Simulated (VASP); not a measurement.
Given:

```yaml
crystal:
  lattice:
    - [0.00000, 2.75449, 2.75449]
    - [2.75449, 0.00000, 2.75449]
    - [2.75449, 2.75449, 0.00000]
  atoms:
    - { symbol: Gd, position: [0.00000, 0.00000, 0.00000] }
    - { symbol: S, position: [0.50000, 0.50000, 0.50000] }
```

The numbers are results of PBEsol GGA, VASP's PBE PAW potentials (set 64) (plane waves; VASP 6.6.1), not measurements. Numerical set-up: 400 eV cut-off, 13×13×13 Γ-centred mesh, tetrahedra with Blöchl corrections, potentials Gd_3 S.

The 4f electrons are frozen in the core of the lanthanide potential, so 4f levels, which can set the real gap, and their magnetism are missing.

Task: Estimate the energy per atom (σ→0), band gap (on the k-mesh) with the smallest direct gap where there is one.

Result: 
```
Property                                                     Value
------------------------  ----------------------------------------
band gap (on the k-mesh)  none (metal, semimetal or under 0.01 eV)
energy per atom (σ→0)                               -6.848 eV/atom
```

Total energies compare only between runs with the same potentials, cut-off and functional.

The structure comes from a computed database's GdS entry (Fm-3m); how it stands against other phases isn't given here. It was relaxed first. The electron count is odd and the run is not spin-polarised, which forces a metal.
